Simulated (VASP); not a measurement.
Given:

```
CELL_PARAMETERS angstrom
      1.56921    -2.71796     0.00000
      1.56921     2.71796     0.00000
      0.00000     0.00000    12.23286
ATOMIC_POSITIONS crystal
  W  0.33333 0.66667 0.25000
  W  0.66667 0.33333 0.75000
  S  0.33333 0.66667 0.87764
  S  0.66667 0.33333 0.37764
  S  0.66667 0.33333 0.12236
  S  0.33333 0.66667 0.62236
```

These are rev-vdW-DF2, VASP's PBE PAW potentials (set 64) (plane waves; VASP) values and carry that method's errors. Run with 520 eV cut-off, 8×8×2 Γ-centred mesh, Gaussian smearing of 0.050 eV, potentials W_sv S.

**Question.** The ions and cell shape at fixed volume are relaxed. What does this cell relax into?

**Answer.** 
```
CELL_PARAMETERS angstrom
      1.57782    -2.73286     0.00000
      1.57782     2.73286     0.00000
      0.00000     0.00000    12.09976
ATOMIC_POSITIONS crystal
  W  0.33333 0.66667 0.25000
  W  0.66667 0.33333 0.75000
  S  0.33333 0.66667 0.88049
  S  0.66667 0.33333 0.38049
  S  0.66667 0.33333 0.11951
  S  0.33333 0.66667 0.61951
```
Space group P6_3/mmc (194), at a tolerance of 0.03 Å.

**Question.** How much energy does the relaxation gain?

**Answer.** The energy (σ→0) changes by -5.8 meV/atom, in 5 ionic steps.

The compound is WS2 in the 2H layered structure. This cell is one point of a volume scan, at 0.97 of the reference volume. Symmetry was kept, so distortions that lower it aren't found.
